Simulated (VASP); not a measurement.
Method: PBE GGA, VASP's PBE PAW potentials (set 64) (plane waves; VASP).

The input files of a VASP run:

POSCAR:
```
Ru
1.0
  2.7460100000   0.0000000000   0.0000000000
 -1.3730050000   2.3781150000   0.0000000000
  0.0000000000   0.0000000000   4.3282800000
Ru
2
Direct
  0.3333330000   0.6666670000   0.2500000000
  0.6666670000   0.3333330000   0.7500000000
```

**KPOINTS**
```
Automatic mesh
0
Gamma
15 15 9
0 0 0
```

**INCAR**
```
! general
SYSTEM   =  Ru
PREC     =  Accurate
ENCUT    =  420   ! plane-wave cut-off (eV)
LREAL    =  F
LASPH    =  T   ! aspherical one-centre terms

! electronic loop
EDIFF    =  1E-09   ! SCF stop (eV)
NELM     =  100
ALGO     =  Normal
LMAXMIX  =  4   ! l cut-off of mixed one-centre charges

! smearing
ISMEAR   =  0
SIGMA    =  0.136   ! width (eV)

! functional
GGA      =  PE   ! PBE

! ions
IBRION   =  2
NSW      =  50   ! most ionic steps
ISIF     =  3   ! ions, shape and volume
EDIFFG   =  -0.005   ! ionic stop

! output
LWAVE    =  F
LCHARG   =  F
```

POTCAR, in this order: Ru_pv (PBE.64 set). Program: vasp_std.

The resulting files:

File OUTCAR:
```
 ion  position               nearest neighbor table
   1  0.333  0.667  0.250-   2 2.68   2 2.68   2 2.68   2 2.68   2 2.68   2 2.68
   2  0.667  0.333  0.750-   1 2.68   1 2.68   1 2.68   1 2.68   1 2.68   1 2.68
  LATTYP: Found a hexagonal cell.
 ALAT       =     2.7460100000
 C/A-ratio  =     1.5762069330
 Subroutine PRICEL returns:
 Original cell was already a primitive cell.
 Subroutine GETGRP returns: Found 24 space group operations
The static configuration has the point symmetry D_3d.
 The point group associated with its full space group is D_6h.
The dynamic configuration has the point symmetry D_3d.
 Subroutine INISYM returns: Found 24 space group operations
 Subroutine IBZKPT returns following result:
 Found    135 irreducible k-points:

 Following reciprocal coordinates:
            Coordinates               Weight
  0.000000  0.000000  0.000000      1.000000
  0.066667  0.000000  0.000000      6.000000
  0.133333  0.000000  0.000000      6.000000
  0.200000 -0.000000  0.000000      6.000000
  0.266667  0.000000  0.000000      6.000000
  0.333333  0.000000  0.000000      6.000000
  0.400000  0.000000  0.000000      6.000000
  0.466667  0.000000  0.000000      6.000000
  0.066667  0.066667  0.000000      6.000000
  0.133333  0.066667  0.000000     12.000000
  0.200000  0.066667  0.000000     12.000000
  0.266667  0.066667  0.000000     12.000000
  0.333333  0.066667  0.000000     12.000000
  0.400000  0.066667  0.000000     12.000000
  0.466667  0.066667  0.000000      6.000000
  0.133333  0.133333  0.000000      6.000000
  0.200000  0.133333  0.000000     12.000000
  0.266667  0.133333  0.000000     12.000000
  0.333333  0.133333  0.000000     12.000000
  0.400000  0.133333  0.000000     12.000000
  0.200000  0.200000  0.000000      6.000000
  0.266667  0.200000  0.000000     12.000000
...
```

**OSZICAR**
```
...
DAV:  12    -0.182932795056E+02   -0.24787E-07   -0.47248E-11  2582   0.633E-05    0.106E-05
DAV:  13    -0.182932795025E+02    0.30805E-08   -0.87597E-12  2546   0.249E-05    0.211E-05
DAV:  14    -0.182932795020E+02    0.48612E-09   -0.40071E-12  2496   0.161E-05
   2 F= -.18293280E+02 E0= -.18286782E+02  d E =0.167460E+00
       N       E                     dE             d eps       ncg     rms          rms(c)
DAV:   1    -0.214212870632E+02   -0.31280E+01   -0.64322E+01  4882   0.102E+02    0.118E+01
DAV:   2    -0.184974939763E+02    0.29238E+01   -0.87180E+00  4874   0.308E+01    0.366E+00
DAV:   3    -0.184536654365E+02    0.43829E-01   -0.39815E-01  4924   0.605E+00    0.137E+00
DAV:   4    -0.184751240421E+02   -0.21459E-01   -0.13187E-02  4948   0.105E+00    0.602E-01
DAV:   5    -0.184814798088E+02   -0.63558E-02   -0.59182E-03  5264   0.585E-01    0.115E-01
DAV:   6    -0.184814600764E+02    0.19732E-04   -0.24096E-04  5900   0.128E-01    0.225E-02
DAV:   7    -0.184814588928E+02    0.11836E-05   -0.14195E-05  5606   0.321E-02    0.965E-03
DAV:   8    -0.184814577388E+02    0.11540E-05   -0.60379E-07  6584   0.539E-03    0.295E-03
DAV:   9    -0.184814561749E+02    0.15639E-05   -0.18502E-07  5070   0.492E-03    0.218E-03
DAV:  10    -0.184814559235E+02    0.25141E-06   -0.88439E-09  6652   0.771E-04    0.257E-04
DAV:  11    -0.184814560037E+02   -0.80157E-07   -0.13685E-10  2582   0.115E-04    0.247E-04
DAV:  12    -0.184814559907E+02    0.12996E-07   -0.25594E-11  2490   0.443E-05    0.273E-05
DAV:  13    -0.184814559923E+02   -0.16771E-08   -0.69003E-12  2478   0.199E-05    0.133E-05
DAV:  14    -0.184814559918E+02    0.55479E-09   -0.22820E-12  2460   0.881E-06
   3 F= -.18481456E+02 E0= -.18474369E+02  d E =-.207169E-01
       N       E                     dE             d eps       ncg     rms          rms(c)
DAV:   1    -0.184817551169E+02   -0.29912E-03   -0.59605E-03  4886   0.948E-01    0.137E-01
DAV:   2    -0.184814760586E+02    0.27906E-03   -0.82902E-04  4882   0.303E-01    0.223E-02
DAV:   3    -0.184814722405E+02    0.38181E-05   -0.42023E-05  4936   0.616E-02    0.131E-02
DAV:   4    -0.184814781251E+02   -0.58846E-05   -0.32333E-06  4964   0.167E-02    0.165E-03
DAV:   5    -0.184814779582E+02    0.16692E-06   -0.28445E-07  5480   0.531E-03    0.920E-04
DAV:   6    -0.184814777199E+02    0.23828E-06   -0.25454E-08  5074   0.131E-03    0.170E-04
DAV:   7    -0.184814778022E+02   -0.82309E-07   -0.17505E-09  3040   0.440E-04    0.121E-04
DAV:   8    -0.184814778045E+02   -0.22851E-08   -0.20172E-10  2466   0.930E-05    0.441E-05
DAV:   9    -0.184814778108E+02   -0.62983E-08   -0.10443E-10  2456   0.780E-05    0.240E-05
DAV:  10    -0.184814778109E+02   -0.71395E-10   -0.35779E-11  2446   0.369E-05
   4 F= -.18481478E+02 E0= -.18474397E+02  d E =-.207387E-01
       N       E                     dE             d eps       ncg     rms          rms(c)
DAV:   1    -0.184816144881E+02   -0.13668E-03   -0.30479E-03  4882   0.678E-01    0.978E-02
DAV:   2    -0.184814711254E+02    0.14336E-03   -0.42350E-04  4874   0.216E-01    0.160E-02
DAV:   3    -0.184814695071E+02    0.16183E-05   -0.21503E-05  4936   0.441E-02    0.933E-03
DAV:   4    -0.184814732146E+02   -0.37074E-05   -0.16568E-06  4972   0.119E-02    0.119E-03
DAV:   5    -0.184814730941E+02    0.12048E-06   -0.14460E-07  5480   0.379E-03    0.659E-04
DAV:   6    -0.184814729252E+02    0.16890E-06   -0.12923E-08  5072   0.932E-04    0.121E-04
DAV:   7    -0.184814729860E+02   -0.60803E-07   -0.82858E-10  2494   0.309E-04    0.835E-05
DAV:   8    -0.184814729872E+02   -0.12024E-08   -0.12492E-10  2458   0.716E-05    0.302E-05
DAV:   9    -0.184814729871E+02    0.12369E-09   -0.54815E-11  2450   0.499E-05
   5 F= -.18481473E+02 E0= -.18474398E+02  d E =-.207339E-01
       N       E                     dE             d eps       ncg     rms          rms(c)
DAV:   1    -0.184842004620E+02   -0.27275E-02   -0.10231E-01  4908   0.279E+00    0.312E-01
DAV:   2    -0.184820037447E+02    0.21967E-02   -0.31016E-03  4896   0.525E-01    0.131E-01
DAV:   3    -0.184815451043E+02    0.45864E-03   -0.15561E-03  5818   0.276E-01    0.283E-02
DAV:   4    -0.184815471374E+02   -0.20331E-05   -0.47970E-05  5712   0.793E-02    0.171E-02
DAV:   5    -0.184815481061E+02   -0.96875E-06   -0.49149E-06  6656   0.148E-02    0.797E-03
DAV:   6    -0.184815481173E+02   -0.11215E-07   -0.86878E-07  5000   0.109E-02    0.511E-04
DAV:   7    -0.184815481135E+02    0.38681E-08   -0.31539E-08  6014   0.207E-03    0.442E-04
DAV:   8    -0.184815481109E+02    0.26116E-08   -0.15339E-09  2832   0.409E-04    0.134E-04
DAV:   9    -0.184815481062E+02    0.46789E-08   -0.35315E-10  2514   0.233E-04    0.228E-05
DAV:  10    -0.184815481055E+02    0.68576E-09   -0.29452E-11  2466   0.464E-05
   6 F= -.18481548E+02 E0= -.18474577E+02  d E =-.751184E-04
       N       E                     dE             d eps       ncg     rms          rms(c)
DAV:   1    -0.184819742423E+02   -0.42614E-03   -0.14728E-02  4906   0.106E+00    0.119E-01
DAV:   2    -0.184816580430E+02    0.31620E-03   -0.44568E-04  4896   0.201E-01    0.497E-02
DAV:   3    -0.184815922952E+02    0.65748E-04   -0.22409E-04  5830   0.105E-01    0.107E-02
DAV:   4    -0.184815925599E+02   -0.26468E-06   -0.69491E-06  5724   0.303E-02    0.646E-03
DAV:   5    -0.184815925938E+02   -0.33876E-07   -0.70528E-07  6634   0.556E-03    0.308E-03
DAV:   6    -0.184815925084E+02    0.85341E-07   -0.13228E-07  4986   0.424E-03    0.197E-04
DAV:   7    -0.184815925098E+02   -0.13852E-08   -0.47651E-09  5062   0.807E-04    0.175E-04
DAV:   8    -0.184815925108E+02   -0.97270E-09   -0.26398E-10  2530   0.174E-04
   7 F= -.18481593E+02 E0= -.18474580E+02  d E =-.119524E-03
       N       E                     dE             d eps       ncg     rms          rms(c)
DAV:   1    -0.184826204396E+02   -0.10279E-02   -0.22442E-02  4878   0.184E+00    0.264E-01
DAV:   2    -0.184815886824E+02    0.10318E-02   -0.31217E-03  4874   0.588E-01    0.434E-02
DAV:   3    -0.184815651650E+02    0.23517E-04   -0.15702E-04  4934   0.119E-01    0.249E-02
DAV:   4    -0.184815677782E+02   -0.26133E-05   -0.12276E-05  4966   0.325E-02    0.324E-03
DAV:   5    -0.184815681113E+02   -0.33312E-06   -0.95275E-07  5568   0.962E-03    0.178E-03
DAV:   6    -0.184815686241E+02   -0.51280E-06   -0.68856E-08  5078   0.202E-03    0.452E-04
DAV:   7    -0.184815683981E+02    0.22601E-06   -0.65461E-09  5644   0.812E-04    0.237E-04
DAV:   8    -0.184815683850E+02    0.13147E-07   -0.14293E-10  2488   0.943E-05    0.146E-04
DAV:   9    -0.184815683762E+02    0.87521E-08   -0.44333E-11  2448   0.528E-05    0.446E-05
DAV:  10    -0.184815683739E+02    0.23610E-08   -0.14533E-11  2444   0.192E-05    0.196E-05
DAV:  11    -0.184815683737E+02    0.11414E-09   -0.61840E-12  2442   0.120E-05
   8 F= -.18481568E+02 E0= -.18474543E+02  d E =0.241370E-04
       N       E                     dE             d eps       ncg     rms          rms(c)
DAV:   1    -0.184821031272E+02   -0.53475E-03   -0.10834E-02  4878   0.128E+00    0.185E-01
DAV:   2    -0.184815976043E+02    0.50552E-03   -0.15043E-03  4874   0.408E-01    0.301E-02
DAV:   3    -0.184815898112E+02    0.77931E-05   -0.76549E-05  4930   0.832E-02    0.176E-02
DAV:   4    -0.184815989012E+02   -0.90900E-05   -0.58593E-06  4962   0.224E-02    0.221E-03
DAV:   5    -0.184815986787E+02    0.22249E-06   -0.51675E-07  5508   0.711E-03    0.125E-03
DAV:   6    -0.184815983265E+02    0.35222E-06   -0.43219E-08  5064   0.165E-03    0.268E-04
DAV:   7    -0.184815984493E+02   -0.12281E-06   -0.39950E-09  4708   0.643E-04    0.173E-04
DAV:   8    -0.184815984582E+02   -0.88612E-08   -0.99177E-11  2462   0.818E-05    0.966E-05
DAV:   9    -0.184815984671E+02   -0.89176E-08   -0.23549E-11  2454   0.368E-05    0.328E-05
DAV:  10    -0.184815984680E+02   -0.94815E-09   -0.84334E-12  2444   0.160E-05
   9 F= -.18481598E+02 E0= -.18474582E+02  d E =-.595723E-05
```

### OUTCAR
```
------------------------ aborting loop because EDIFF is reached ----------------------------------------
  FORCE on cell =-STRESS in cart. coord.  units (eV):
  Direction    XX          YY          ZZ          XY          YZ          ZX
  --------------------------------------------------------------------------------------
  Total        0.0010814      0.0010814      0.0014331      0.0000000      0.0000000      0.0000000
  in kB        0.0630346      0.0630347      0.0835356      0.0000000      0.0000000      0.0000000
  external PRESSURE =       0.0698683 kB  Pullay stress =       0.0000000 kB
  volume of cell :       27.49
      direct lattice vectors                 reciprocal lattice vectors
     2.717932024 -0.000000000  0.000000000     0.367926788  0.212422579  0.000000000
    -1.358966012  2.353798742  0.000000000     0.000000000  0.424845159  0.000000000
    -0.000000000 -0.000000000  4.296346821    -0.000000000 -0.000000000  0.232755883
 POSITION                                       TOTAL-FORCE (eV/Angst)
 -----------------------------------------------------------------------------------
     -0.00000      1.56920      1.07409        -0.000000     -0.000000      0.000000
      1.35897      0.78460      3.22226         0.000000      0.000000      0.000000
 -----------------------------------------------------------------------------------
    total drift:                               -0.001060      0.000612     -0.000337
  FREE ENERGIE OF THE ION-ELECTRON SYSTEM (eV)
  ---------------------------------------------------
  free  energy   TOTEN  =       -18.4815984680 eV

  energy  without entropy=      -18.4675659235  energy(sigma->0) =      -18.47458220

 reached required accuracy - stopping structural energy minimisation
```
(Selected blocks of OUTCAR.)

### CONTCAR
```
Ru
   1.00000000000000
     2.7179320240098024   -0.0000000000000000    0.0000000000000000
    -1.3589660120049012    2.3537987416956576    0.0000000000000000
    -0.0000000000000000   -0.0000000000000000    4.2963468206640680
  Ru
     2
Direct
     0.3333330000000032    0.6666669999999968    0.2500000000000000
     0.6666669999999968    0.3333330000000032    0.7500000000000000
```

Energy and stress use the plane-wave basis of the starting cell.

The structure comes from a computed database's Ru entry; how it stands against other phases isn't given here. This run relaxes it. Symmetry was kept, so distortions that lower it aren't found. The run is one of a series of settings (EDIFF = 1E-09, EDIFFG = -0.005, ENCUT = 420, IBRION = 2, ISIF = 3, NSW = 50, KPOINTS 15×15×9 Γ-centred mesh against the base run), some of them coarse on purpose.
